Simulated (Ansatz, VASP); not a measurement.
**SiO2 in two plane-wave programs**

One calculation is typed for both programs; each brings its own data sets. How far apart do they land? The cell is taken from a series of runs on this material, whose earlier steps may have relaxed, scaled, displaced or heated it; both programs get it as it stands.

Method: plane waves, with VASP 6.6.1 beside it; LDA, in Ansatz 0.2.0.

### Step 1. Starting point

It takes space group Imma (No. 74, orthorhombic). The conventional cell has a = 5.325 Å, b = 9.554 Å, c = 8.883 Å, α = 90.00°, β = 90.00°, γ = 90.00°. Si has 4 O at 1.60 to 1.62 Å nearest. Nearest to O lie 2 Si at 1.61 Å. Nearest to O lie 2 Si at 1.62 Å. Nearest to O lie 2 Si at 1.60 Å. Farther neighbours and most contacts between anions are not listed.

### Step 2. VASP: G0W0 gap, LDA

Quasiparticle shifts depend on high empty states and on the cores, so they are the hardest test of two PAW sets.

Lines of VASP's logs that name or quote its potential files are left out, and so is its time.

The run reads the wave functions of an earlier VASP run, which isn't shown here.

INCAR

```
SYSTEM = SiO2
PREC = Accurate
ENCUT = 440
ISMEAR = 0
SIGMA = 0.01
LREAL = .FALSE.
GGA = CA
NBANDS = 880
ALGO = EVGW0
NELMGW = 1
ENCUTGW = 140
NOMEGA = 64
PRECFOCK = Fast
NBANDSGW = 48
LWAVE = .FALSE.
LCHARG = .FALSE.
```

POSCAR

```
SiO2
1.0
   -2.6626865069      4.7767535050      4.4416747250
    2.6626865069     -4.7767535050      4.4416747250
    2.6626865069      4.7767535050     -4.4416747250
Si O
4 8
Direct
    0.9284590082      0.8438937192      0.0845652890
    0.7406715698      0.1561062808      0.5845652890
    0.0715409918      0.1561062808      0.9154347110
    0.2593284302      0.8438937192      0.4154347110
    0.1292776650      0.8792776650      0.2500000000
    0.8707223350      0.1207223350      0.7500000000
    0.7945132619      0.5000000000      0.7945132619
    0.2054867381      0.0000000000      0.7054867381
    0.2054867381      0.5000000000      0.2054867381
    0.7945132619      0.0000000000      0.2945132619
    0.0000000000      0.0000000000      0.0000000000
    0.5000000000      0.0000000000      0.5000000000
```

KPOINTS

```
Automatic mesh
0
Gamma
4 4 4
0 0 0
```

Potentials, in the order of the species: Si_GW and O_GW (LDA family, release 64).

Launch:

```console
mpirun -np 16 vasp_std
```

Numbers of over 12 decimals in the logs are rounded to 6 here.

Output:

```text
[banner, memory and clock lines left out]
running   16 mpi-ranks, on    1 nodes
 distrk:  each k-point on   16 cores,    1 groups
 distr:  one band on    1 cores,   16 groups

 POSCAR found type information on POSCAR SiO
 POSCAR found :  2 types and      12 ions
|                                                                             |
|           W    W    AA    RRRRR   N    N  II  N    N   GGGG   !!!           |
|           W    W   A  A   R    R  NN   N  II  NN   N  G    G  !!!           |
|           W    W  A    A  R    R  N N  N  II  N N  N  G       !!!           |
|           W WW W  AAAAAA  RRRRR   N  N N  II  N  N N  G  GGG   !            |
|           WW  WW  A    A  R   R   N   NN  II  N   NN  G    G                |
|           W    W  A    A  R    R  N    N  II  N    N   GGGG   !!!           |
|                                                                             |
|     For optimal performance we recommend to set                             |
|       NCORE = 2 up to number-of-cores-per-socket                            |
|     NCORE specifies how many cores store one orbital (NPAR=cpu/NCORE).      |
|     This setting can greatly improve the performance of VASP for DFT.       |
|     The default, NCORE=1 might be grossly inefficient on modern             |
|     multi-core architectures or massively parallel machines. Do your        |
|     Unfortunately you need to use the default for GW and RPA                |
|     calculations (for HF NCORE is supported but not extensively tested      |
|     yet).                                                                   |
|                                                                             |

|                                                                             |
|           W    W    AA    RRRRR   N    N  II  N    N   GGGG   !!!           |
|           W    W   A  A   R    R  NN   N  II  NN   N  G    G  !!!           |
|           W    W  A    A  R    R  N N  N  II  N N  N  G       !!!           |
|           W WW W  AAAAAA  RRRRR   N  N N  II  N  N N  G  GGG   !            |
|           WW  WW  A    A  R   R   N   NN  II  N   NN  G    G                |
|           W    W  A    A  R    R  N    N  II  N    N   GGGG   !!!           |
|                                                                             |
|     The default for ENCUTGWSOFT is different in this version of VASP.       |
|     please manually set ENCUTGWSOFT =140 in the INCAR file.                 |
|                                                                             |

 LDA part: xc-table for (Slater(with rela. corr.)+CA(PZ))
 , standard interpolation
 found WAVECAR, reading the header
 POSCAR, INCAR and KPOINTS ok, starting setup
 FFT: planning ... GRIDC
 FFT: planning ... GRID_SOFT
 FFT: planning ... GRID
 reading WAVECAR
 the WAVECAR file was read successfully
 initial charge from wavefunction
 available memory per node:     61.90 GB, setting MAXMEM to     63384

 The Fermi energy was updated, please check that it is located mid-gap
 values below the HOMO (VB) or above the LUMO (CB) will cause erroneous energies
 E-fermi :   0.7265

 calculate exact exchange contribution
 the WAVEDER file was read successfully
energies w=
    0.000    0.000    0.986    0.000    1.969    0.000    2.948    0.000
    3.921    0.000    4.887    0.000    5.843    0.000    6.789    0.000
    7.723    0.000    8.646    0.000    9.556    0.000   10.455    0.000
   11.341    0.000   12.215    0.000   13.079    0.000   13.932    0.000
   14.776    0.000   15.613    0.000   16.442    0.000   17.266    0.000
   18.086    0.000   18.904    0.000   19.721    0.000   20.539    0.000
   21.359    0.000   22.184    0.000   23.016    0.000   23.856    0.000
   24.707    0.000   25.572    0.000   26.453    0.000   27.353    0.000
   28.275    0.000   29.222    0.000   30.199    0.000   31.209    0.000
   32.256    0.000   33.347    0.000   34.487    0.000   35.682    0.000
   36.941    0.000   38.270    0.000   39.682    0.000   41.187    0.000
   42.799    0.000   44.533    0.000   46.409    0.000   48.450    0.000
   50.683    0.000   53.142    0.000   55.867    0.000   58.910    0.000
   62.334    0.000   66.223    0.000   70.682    0.000   75.852    0.000
   81.921    0.000   89.151    0.000   97.909    0.000  108.737    0.000
  122.459    0.000  140.401    0.000  164.832    0.000  200.000    0.000
 responsefunction array rank=     864
 LDA part: xc-table for (Slater(with rela. corr.)+CA(PZ))
 , standard interpolation

 min. memory requirement per mpi rank   1393.3 MB, per node  22293.5 MB

 allocating   4 responsefunctions rank=   864
 shmem allocating  64 responsefunctions rank=   864
 response function shared by NCSHMEM nodes    1
 Doing            4  frequencies on each core in blocks of           64
NQ=   1    0.0000    0.0000    0.0000,
|.........|.........|.........|.........|.........|.........|.........|.........
 performed       4994000 updates of chi_q(r,r)
 total number of BLAS operations      27722.52 Gflops
NQ=   2    0.2500   -0.0000    0.0000,
|.........|.........|.........|.........|.........|.........|.........|.........
 performed      12184000 updates of chi_q(r,r)
 total number of BLAS operations      69088.42 Gflops
NQ=   3    0.5000   -0.0000    0.0000,
|.........|.........|.........|.........|.........|.........|.........|.........
 performed      17684000 updates of chi_q(r,r)
 total number of BLAS operations     100585.24 Gflops
NQ=   4    0.0000    0.2500    0.0000,
|.........|.........|.........|.........|.........|.........|.........|.........
 performed      25212000 updates of chi_q(r,r)
 total number of BLAS operations     143895.13 Gflops
NQ=   5    0.2500    0.2500    0.0000,
|.........|.........|.........|.........|.........|.........|.........|.........
 performed      34092000 updates of chi_q(r,r)
 total number of BLAS operations     195222.27 Gflops
NQ=   6    0.5000    0.2500    0.0000,
|.........|.........|.........|.........|.........|.........|.........|.........
 performed      42972000 updates of chi_q(r,r)
 total number of BLAS operations     246670.25 Gflops
NQ=   7   -0.2500    0.2500   -0.0000,
|.........|.........|.........|.........|.........|.........|.........|.........
 performed      50838000 updates of chi_q(r,r)
 total number of BLAS operations     292566.80 Gflops
NQ=   8    0.0000    0.5000    0.0000,
|.........|.........|.........|.........|.........|.........|.........|.........
 performed      56592000 updates of chi_q(r,r)
 total number of BLAS operations     325670.71 Gflops
NQ=   9    0.2500    0.5000    0.0000,
|.........|.........|.........|.........|.........|.........|.........|.........
 performed      65472000 updates of chi_q(r,r)
 total number of BLAS operations     377118.69 Gflops
NQ=  10    0.5000    0.5000    0.0000,
|.........|.........|.........|.........|.........|.........|.........|.........
 performed      71479000 updates of chi_q(r,r)
 total number of BLAS operations     412831.22 Gflops
NQ=  11    0.2500    0.2500    0.2500,
|.........|.........|.........|.........|.........|.........|.........|.........
 performed      77571000 updates of chi_q(r,r)
 total number of BLAS operations     447879.13 Gflops
NQ=  12   -0.2500    0.2500    0.2500,
|.........|.........|.........|.........|.........|.........|.........|.........
 performed      83747000 updates of chi_q(r,r)
 total number of BLAS operations     483833.30 Gflops
NQ=  13    0.5000    0.5000    0.2500,
|.........|.........|.........|.........|.........|.........|.........|.........
 performed      91613000 updates of chi_q(r,r)
 total number of BLAS operations     529300.91 Gflops
NQ=  14   -0.2500    0.5000    0.2500,
|.........|.........|.........|.........|.........|.........|.........|.........
 performed      99141000 updates of chi_q(r,r)
 total number of BLAS operations     572406.75 Gflops
NQ=  15    0.2500   -0.2500    0.2500,
|.........|.........|.........|.........|.........|.........|.........|.........
 performed     105402000 updates of chi_q(r,r)
 total number of BLAS operations     607666.15 Gflops
NQ=  16    0.5000   -0.2500    0.2500,
|.........|.........|.........|.........|.........|.........|.........|.........
 performed     112592000 updates of chi_q(r,r)
 total number of BLAS operations     649619.48 Gflops
NQ=  17   -0.2500   -0.2500    0.2500,
|.........|.........|.........|.........|.........|.........|.........|.........
 performed     118937000 updates of chi_q(r,r)
 total number of BLAS operations     686384.14 Gflops
NQ=  18    0.5000    0.5000    0.5000,
|.........|.........|.........|.........|.........|.........|.........|.........
 performed     123931000 updates of chi_q(r,r)
 total number of BLAS operations     715385.74 Gflops
 resolving degeneracies of screened two electron integrals

 calculate QP shifts <psi_nk| G(iteration)W_0 |psi_nk>: iteration 1
 entering main loop
```

From OUTCAR (step 2):

```text
ion  position               nearest neighbor table
   1  0.928  0.844  0.085-  11 1.60   5 1.61   7 1.62  10 1.62   2 3.14   2 3.14
   2  0.741  0.156  0.585-  12 1.60   6 1.61  10 1.62   7 1.62   1 3.14   1 3.14
   3  0.072  0.156  0.915-  11 1.60   6 1.61   9 1.62   8 1.62   4 3.14   4 3.14
   4  0.259  0.844  0.415-  12 1.60   5 1.61   9 1.62   8 1.62   3 3.14   3 3.14
   5  0.129  0.879  0.250-   1 1.61   4 1.61
   6  0.871  0.121  0.750-   2 1.61   3 1.61
   7  0.795  0.500  0.795-   2 1.62   1 1.62
   8  0.205  0.000  0.705-   4 1.62   3 1.62
   9  0.205  0.500  0.205-   4 1.62   3 1.62
  10  0.795  0.000  0.295-   2 1.62   1 1.62
  11  0.000  0.000  0.000-   1 1.60   3 1.60
  12  0.500  0.000  0.500-   2 1.60   4 1.60

  LATTYP: Found a body centered orthorhombic cell.
 ALAT       =     5.3253730138
 B/A-ratio  =     1.6681177876
 C/A-ratio  =     1.7939601574

 Subroutine GETGRP returns: Found  8 space group operations
 (whereof  4 operations were pure point group operations)

The static configuration has the point symmetry C_2h.
 The point group associated with its full space group is D_2h.

 Found     18 irreducible k-points:

   k-points           NKPTS =     18   k-points in BZ     NKDIM =     64   number of bands    NBANDS=    880

   dimension x,y,z NGX =    48 NGY =   48 NGZ =   48
   dimension x,y,z NGXF=    96 NGYF=   96 NGZF=   96

   ENCUT  =  440.0 eV  32.34 Ry    5.69 a.u.  12.05 12.05 12.05*2*pi/ulx,y,z

   NELECT =      64.0000    total number of electrons

  energy-cutoff  :      440.00
  volume of cell :      225.97
      direct lattice vectors                 reciprocal lattice vectors
    -2.662686507  4.776753505  4.441674725     0.000000000  0.104673603  0.112570152
     2.662686507 -4.776753505  4.441674725     0.187780273  0.000000000  0.112570152
     2.662686507  4.776753505 -4.441674725     0.187780273  0.104673603  0.000000000

 k-points in reciprocal lattice and weights: Automatic mesh
   0.00000000  0.00000000  0.00000000       0.016
   0.25000000 -0.00000000  0.00000000       0.062
   0.50000000 -0.00000000  0.00000000       0.031
   0.00000000  0.25000000  0.00000000       0.062
   0.25000000  0.25000000  0.00000000       0.125
   0.50000000  0.25000000  0.00000000       0.125
  -0.25000000  0.25000000 -0.00000000       0.062
   0.00000000  0.50000000  0.00000000       0.031
   0.25000000  0.50000000  0.00000000       0.125
[...]
-0.25000000 -0.25000000  0.25000000       0.031
   0.50000000  0.50000000  0.50000000       0.016

 E-fermi :   0.7265

 QP shifts <psi_nk| G(iteration)W_0 |psi_nk>: iteration 1
 for sc-GW calculations column KS-energies equals QP-energies in previous step
 and V_xc(KS)=  KS-energies - (<T + V_ion + V_H > + <T+V_H+V_ion>^1  + <V_x>^1)
 k-point   1 :       0.0000    0.0000    0.0000
  band No.  KS-energies  QP-energies   sigma(KS)   V_xc(KS)     V^pw_x(r,r')   Z            occupation Imag(sigma)
    ...
     29      -2.9830      -4.9250     -21.3063     -18.8802     -24.7845       0.8005       2.0000       0.1055
     30      -2.7571      -4.6385     -21.6179     -19.2665     -25.0793       0.8001       2.0000       0.1026
     31      -2.3426      -4.1898     -21.8740     -19.5686     -25.3714       0.8012       2.0000       0.1000
     32      -1.9798      -3.7843     -22.2847     -20.0352     -25.7824       0.8022       2.0000       0.0970
     33       3.4327       4.8227      -6.7418      -8.3163      -4.2377       0.8828       0.0000      -0.0698
     34       6.4096       8.5373      -8.7201     -11.1952      -5.3325       0.8597       0.0000      -0.0919
     35       6.4619       7.8020      -5.4678      -6.9865      -3.0834       0.8824       0.0000      -0.0754
     36       6.5303       8.7647     -10.0579     -12.6930      -6.6173       0.8479       0.0000      -0.0986
    ...

 k-point   2 :       0.2500   -0.0000    0.0000
  band No.  KS-energies  QP-energies   sigma(KS)   V_xc(KS)     V^pw_x(r,r')   Z            occupation Imag(sigma)
    ...
     29      -2.6731      -4.5605     -21.5657     -19.2079     -25.0266       0.8005       2.0000       0.1018
     30      -2.6405      -4.5170     -21.6625     -19.3187     -25.1295       0.8006       2.0000       0.1020
     31      -2.3338      -4.1820     -21.8872     -19.5814     -25.3808       0.8015       2.0000       0.0999
     32      -2.0192      -3.8282     -22.2518     -19.9958     -25.7552       0.8019       2.0000       0.0974
     33       3.7578       5.1824      -6.9201      -8.5385      -4.4137       0.8802       0.0000      -0.0708
     34       5.7591       7.3533      -7.2849      -9.1121      -4.6921       0.8724       0.0000      -0.0786
     35       6.4602       8.4247      -8.3426     -10.6276      -5.1966       0.8597       0.0000      -0.0906
     36       6.6059       8.5911      -8.1075     -10.4104      -4.9210       0.8621       0.0000      -0.0900
    ...

 k-point   3 :       0.5000   -0.0000    0.0000
  band No.  KS-energies  QP-energies   sigma(KS)   V_xc(KS)     V^pw_x(r,r')   Z            occupation Imag(sigma)
    ...
     29      -2.5415      -4.4098     -21.6936     -19.3611     -25.1625       0.8010       2.0000       0.1013
     30      -2.4608      -4.3167     -21.8395     -19.5226     -25.3147       0.8010       2.0000       0.0997
     31      -2.3024      -4.1485     -21.9371     -19.6338     -25.4217       0.8015       2.0000       0.0997
     32      -2.0796      -3.8977     -22.1983     -19.9322     -25.7122       0.8023       2.0000       0.0980
     33       4.3949       6.0079      -7.7938      -9.6427      -5.1036       0.8724       0.0000      -0.0764
     34       4.9046       6.2198      -6.1812      -7.6686      -3.9234       0.8843       0.0000      -0.0691
     35       6.3449       8.4344      -8.7280     -11.1673      -5.3629       0.8566       0.0000      -0.0934
     36       6.7642       8.7437      -8.0141     -10.3137      -4.8276       0.8608       0.0000      -0.0912
    ...

 k-point   4 :       0.0000    0.2500    0.0000
  band No.  KS-energies  QP-energies   sigma(KS)   V_xc(KS)     V^pw_x(r,r')   Z            occupation Imag(sigma)
    ...
     29      -2.9384      -4.8693     -21.3050     -18.8887     -24.7635       0.7991       2.0000       0.1052
     30      -2.8851      -4.7999     -21.2765     -18.8839     -24.7252       0.8003       2.0000       0.1042
     31      -2.3451      -4.2007     -21.9072     -19.5897     -25.3974       0.8007       2.0000       0.0999
     32      -2.1904      -4.0242     -22.0689     -19.7843     -25.5754       0.8027       2.0000       0.0986
     33       4.1160       5.5473      -6.9379      -8.5654      -4.4629       0.8795       0.0000      -0.0711
     34       6.4010       7.7275      -5.5842      -7.0854      -3.2506       0.8836       0.0000      -0.0744
     35       6.6536       8.7823      -9.4792     -11.9795      -6.2000       0.8514       0.0000      -0.0962
     36       6.7841       8.8195      -8.5357     -10.9064      -5.3197       0.8586       0.0000      -0.0923
    ...

[... 4 further parts left out ...]
```

(Part 1 of 2 ends here.)

[Lines on the potential files, build, host, timing and source positions are cut from VASP's logs without a mark.]

[Logs are printed without paths, hosts, clocks, repeated set-up lines and the standing remarks that a program may print on its own settings, such as how far it seeks lower states.]

[Hosts, paths, dates, database ids (printed as entryN), source tags and the programs' standing remarks are cut or masked in the printed files.]
